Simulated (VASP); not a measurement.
Computed with HSE06 screened hybrid, VASP's PBE PAW potentials (set 64) (plane waves; VASP).

The input files of a VASP run:

**KPOINTS**
```
kpoints
0
gamma
 1 1 1
```

**POSCAR**
```
Ga31P31
11.0671090
  1.0000000188   0.0000000000   0.0000000000
  0.0000000000   1.0000000188   0.0000000000
  0.0000000000   0.0000000000   1.0000000188
Ga P
31 31
direct
  0.4995970983   0.0016297858   0.0009917547
  0.7490834240   0.2506640368   0.9986828031
  0.7492363080   0.9987620287   0.2509160971
  0.0003508903   0.9996342635   0.9996370873
  0.2516714251   0.2501695875   0.0011067626
  0.4997487356   0.5003294954   0.9990733665
  0.7498366833   0.7483735236   0.0011254226
  0.2516857754   0.0012953124   0.2503042615
  0.5086857567   0.2562039507   0.2564895659
  0.7436186196   0.4911400283   0.2564626852
  0.4997126529   0.9993214411   0.5001971591
  0.7437205365   0.2561552882   0.4914111873
  0.7496047148   0.0013263627   0.7482820137
  0.9987011025   0.5001481470   0.0010489187
  0.2509969836   0.7487987292   0.9989452145
  0.0011543758   0.2508932467   0.2506890069
  0.2536015546   0.5041569453   0.2545182601
  0.4956161900   0.7466131612   0.2541409777
  0.9987606858   0.0012177267   0.5004491548
  0.2540018141   0.2547828674   0.5053077603
  0.7453911565   0.7463421216   0.5048133166
  0.2509740379   0.9990704275   0.7487774697
  0.4946476124   0.2550215112   0.7455861453
  0.7451306684   0.5045260092   0.7461419376
  0.9985929361   0.7484619482   0.2504401086
  0.0007281016   0.5004266255   0.5002340729
  0.2538507235   0.7462052159   0.4954313250
  0.9987259222   0.2503525171   0.7483431961
  0.2542210422   0.4946123604   0.7456139643
  0.5045796194   0.7462031956   0.7462691020
  0.0010478418   0.7489667939   0.7487569826
  0.6256390522   0.1268158546   0.1268518615
  0.8730638831   0.3744272923   0.1266009898
  0.8732730880   0.1267754761   0.3743604747
  0.1254026702   0.1253587676   0.1252209865
  0.3777954255   0.3761645552   0.1287037620
  0.6238415484   0.6222285197   0.1287103275
  0.8747064927   0.8746921760   0.1253282125
  0.3775209370   0.1288311404   0.3765691130
  0.8710508902   0.6223713571   0.3764728066
  0.6234221369   0.1288886253   0.6223020379
  0.8711048545   0.3764583280   0.6222398759
  0.8747101380   0.1252991198   0.8745152585
  0.1248823004   0.6249303537   0.1253706881
  0.3750317824   0.8750821794   0.1249464368
  0.1263902767   0.3753641132   0.3755931142
  0.3819837485   0.6184467138   0.3818649841
  0.6245766430   0.8736452125   0.3754311746
  0.1249737052   0.1253182505   0.6248805396
  0.3833168932   0.3836940989   0.6163374204
  0.6173165449   0.6180883148   0.6175657833
  0.8746748341   0.8749990061   0.6248635597
  0.3750410776   0.1253643357   0.8745528317
  0.6243303510   0.3753232147   0.8733781629
  0.8747854512   0.6249336273   0.8745797007
  0.1241733662   0.8758409783   0.3752887901
  0.1267111584   0.6245913369   0.6246856343
  0.3753063721   0.8734807450   0.6247006288
  0.1241921795   0.3752916670   0.8757215380
  0.3751231283   0.6245380929   0.8732812824
  0.6246523680   0.8759172445   0.8758458108
  0.1253007138   0.8747526484   0.8745861329
```

**INCAR**
```
AEXX = 0.25
ALGO = Normal
EDIFF = 1E-5
ENCUT = 400
GGA = PE
HFSCREEN = 0.2
ISIF = 0
ISMEAR = 0
ISPIN = 2
ISYM = 0
LASPH = T
LCHARG = F
LHFCALC = T
LMAXMIX = 4
LORBIT = 10
LREAL = Auto
LWAVE = F
MAGMOM = 62*0.0161
NELECT = 249.0
NELM = 50
NELMIN = 4
NUPDOWN = 1
PREC = Normal
PRECFOCK = Fast
SIGMA = 0.05
SYSTEM = Ga31P31
```

POTCAR, in this order: Ga P (PBE.64 set). Program: vasp_gam. Read from the step before: WAVECAR.

Output of the run:

File OSZICAR:
```
       N       E                     dE             d eps       ncg     rms          rms(c)
DAV:   1    -0.323707380645E+03   -0.32371E+03   -0.16683E+01   624   0.108E+01    0.104E+01
DAV:   2    -0.323883010359E+03   -0.17563E+00   -0.61874E-01   712   0.138E+00    0.691E+00
DAV:   3    -0.323848195433E+03    0.34815E-01   -0.11346E-01   696   0.631E-01    0.402E+00
DAV:   4    -0.323835216019E+03    0.12979E-01   -0.52728E-02   696   0.401E-01    0.225E+00
DAV:   5    -0.323830423302E+03    0.47927E-02   -0.70295E-03   700   0.153E-01    0.129E+00
DAV:   6    -0.323828189846E+03    0.22335E-02   -0.15185E-03   688   0.727E-02    0.724E-01
DAV:   7    -0.323827423776E+03    0.76607E-03   -0.70029E-04   688   0.470E-02    0.392E-01
DAV:   8    -0.323827178047E+03    0.24573E-03   -0.21316E-04   696   0.277E-02    0.210E-01
DAV:   9    -0.323827096947E+03    0.81101E-04   -0.77255E-05   708   0.177E-02    0.113E-01
DAV:  10    -0.323827073684E+03    0.23263E-04   -0.30033E-05   520   0.114E-02    0.605E-02
DAV:  11    -0.323827068593E+03    0.50908E-05   -0.12122E-05   404   0.730E-03
   1 F= -.32382707E+03 E0= -.32382707E+03  d E =-.330884E-06  mag=     1.0000
```

### OUTCAR
```
------------------------ aborting loop because EDIFF is reached ----------------------------------------
  volume of cell :     1355.51
      direct lattice vectors                 reciprocal lattice vectors
    11.067109208  0.000000000  0.000000000     0.090357832  0.000000000  0.000000000
     0.000000000 11.067109208  0.000000000     0.000000000  0.090357832  0.000000000
     0.000000000  0.000000000 11.067109208     0.000000000  0.000000000  0.090357832
  FREE ENERGIE OF THE ION-ELECTRON SYSTEM (eV)
  ---------------------------------------------------
  free  energy   TOTEN  =      -323.8270685927 eV

  energy  without entropy=     -323.8270682619  energy(sigma->0) =     -323.82706843

  exchange ACFDT corr.  =         0.00000000  see jH, gK, PRB 81, 115126

 total charge

# of ion       s       p       d       tot
------------------------------------------
    1        1.090   1.265   0.166   2.521
    2        1.079   1.280   0.169   2.527
    3        1.078   1.281   0.169   2.529
    4        1.079   1.270   0.166   2.515
    5        1.086   1.251   0.163   2.499
    6        1.079   1.283   0.169   2.531
    7        1.086   1.250   0.162   2.498
    8        1.086   1.252   0.162   2.500
    9        1.114   1.051   0.119   2.285
   10        1.116   1.053   0.119   2.288
   11        1.079   1.285   0.169   2.533
   12        1.113   1.051   0.119   2.283
   13        1.086   1.252   0.162   2.500
   14        1.091   1.262   0.166   2.518
   15        1.079   1.274   0.167   2.521
   16        1.078   1.279   0.168   2.526
   17        1.083   1.261   0.166   2.509
   18        1.081   1.271   0.166   2.519
   19        1.089   1.267   0.167   2.523
   20        1.083   1.265   0.168   2.515
   21        1.082   1.274   0.168   2.523
   22        1.079   1.275   0.168   2.521
   23        1.084   1.259   0.168   2.511
   24        1.083   1.257   0.167   2.507
   25        1.086   1.253   0.162   2.501
   26        1.079   1.284   0.169   2.532
   27        1.084   1.264   0.164   2.512
   28        1.086   1.251   0.163   2.500
   29        1.087   1.254   0.166   2.506
   30        1.085   1.260   0.165   2.510
   31        1.079   1.275   0.167   2.521
   32        1.014   1.523   0.000   2.537
   33        1.014   1.522   0.000   2.536
   34        1.013   1.524   0.000   2.537
   35        1.010   1.533   0.000   2.543
   36        1.015   1.511   0.000   2.526
   37        1.015   1.511   0.000   2.526
   38        1.010   1.533   0.000   2.543
   39        1.015   1.511   0.000   2.526
   40        1.015   1.512   0.000   2.526
   41        1.015   1.511   0.000   2.526
   42        1.015   1.512   0.000   2.526
   43        1.010   1.534   0.000   2.543
   44        1.014   1.522   0.000   2.536
   45        1.013   1.526   0.000   2.538
   46        1.008   1.533   0.000   2.541
   47        1.049   1.442   0.000   2.491
   48        1.008   1.534   0.000   2.541
   49        1.011   1.530   0.000   2.541
   50        1.052   1.461   0.000   2.513
   51        1.049   1.451   0.000   2.500
   52        1.011   1.529   0.000   2.541
   53        1.012   1.528   0.000   2.540
   54        1.008   1.532   0.000   2.540
   55        1.014   1.523   0.000   2.537
   56        1.024   1.505   0.000   2.530
   57        1.009   1.532   0.000   2.540
   58        1.009   1.532   0.000   2.541
   59        1.023   1.508   0.000   2.531
   60        1.009   1.531   0.000   2.540
   61        1.024   1.506   0.000   2.530
   62        1.009   1.534   0.000   2.543
--------------------------------------------------
tot         65.179  85.607   5.009 155.795

 magnetization (x)

# of ion       s       p       d       tot
------------------------------------------
    1       -0.001   0.004   0.002   0.004
    2       -0.000   0.002   0.001   0.003
    3       -0.000  -0.000   0.000  -0.000
    4       -0.000  -0.000   0.000  -0.000
    5       -0.000  -0.001  -0.000  -0.001
    6       -0.000   0.000  -0.000   0.000
    7       -0.001  -0.001   0.001  -0.001
    8       -0.001  -0.002   0.001  -0.001
    9        0.002   0.002  -0.000   0.003
   10       -0.001  -0.002  -0.000  -0.003
   11       -0.000  -0.000   0.000  -0.000
   12        0.004   0.004  -0.000   0.008
   13       -0.000  -0.001   0.000  -0.001
   14       -0.002   0.007   0.003   0.008
   15       -0.001  -0.002   0.001  -0.002
   16       -0.000   0.001   0.000   0.001
   17       -0.002   0.015   0.006   0.019
   18       -0.003   0.003   0.005   0.005
   19       -0.001   0.002   0.001   0.002
   20       -0.000   0.001   0.001   0.002
   21       -0.002  -0.003   0.003  -0.002
   22       -0.000  -0.001   0.000  -0.001
   23       -0.000   0.010   0.002   0.011
...
```
(Selected blocks of OUTCAR.)

The cell is charged, with a uniform compensating background. The supercell is sampled at Γ alone, which is coarse: total energies, pressure and levels can be off, energies of defects by several tenths of an eV.

The cell is a supercell with a defect, built from GaP (zinc blende): vac_Ga-vac_P, charge -1. The cell's shape comes from a PBE relaxation.
